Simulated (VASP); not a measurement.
All values below come from PBE GGA, VASP's PBE PAW potentials (set 64) (plane waves; VASP).

VASP input:

**INCAR**
```
SYSTEM = HfC
PREC = Accurate
ENCUT = 620
EDIFF = 1E-6
NELM = 100
ALGO = Normal
LREAL = .FALSE.
LASPH = .TRUE.
ISMEAR = 1
SIGMA = 0.1
GGA = PE
LMAXMIX = 6
LWAVE = .FALSE.
LCHARG = .FALSE.
IBRION = 2
ISIF = 3
NSW = 40
EDIFFG = -0.02
PSTRESS = 100
```

KPOINTS:
```
Automatic mesh
0
Gamma
14 14 14
```

File POSCAR:
```
HfC
1
    0.0000000000     2.3077782922     2.3077782922
    2.3077782922     0.0000000000     2.3077782922
    2.3077782922     2.3077782922     0.0000000000
Hf C
1 1
Direct
  0.0000000000   0.0000000000   0.0000000000
  0.5000000000   0.5000000000   0.5000000000
```

POTCAR, in this order: Hf_pv C (PBE.64 set). Program: vasp_std.

Unless said otherwise, spin-orbit coupling is left out, though it shifts the bands of the heavy elements here.

Task: Estimate the energy per atom (σ→0), volume per atom, band gap (on the k-mesh).

Result: 
| Item | Value |
|---|---|
| energy per atom (σ→0) | -10.509 eV/atom |
| band gap (on the k-mesh) | none (metal, semimetal or under 0.01 eV) |
| volume per atom | 12.07 Å³/atom |

### OSZICAR
```
...
DAV:   1    -0.210742302122E+02   -0.14309E+00   -0.16617E+00  2291   0.128E+01    0.427E+00
DAV:   2    -0.210338861103E+02    0.40344E-01   -0.54269E-02  2300   0.243E+00    0.230E+00
DAV:   3    -0.210182404096E+02    0.15646E-01   -0.48175E-02  2327   0.201E+00    0.139E+00
DAV:   4    -0.210183524934E+02   -0.11208E-03   -0.71638E-04  2807   0.287E-01    0.169E+00
DAV:   5    -0.210181916562E+02    0.16084E-03   -0.27625E-04  2737   0.142E-01    0.237E-01
DAV:   6    -0.210181597604E+02    0.31896E-04   -0.59645E-05  2658   0.505E-02    0.650E-02
DAV:   7    -0.210181604784E+02   -0.71801E-06   -0.14431E-06  1678   0.125E-02
   3 F= -.19512075E+02 E0= -.19512056E+02  d E =-.733090E-02
```

The compound is HfC in the rock salt structure. This run relaxes it under an external pressure of 10 GPa. Symmetry was kept, so distortions that lower it aren't found.
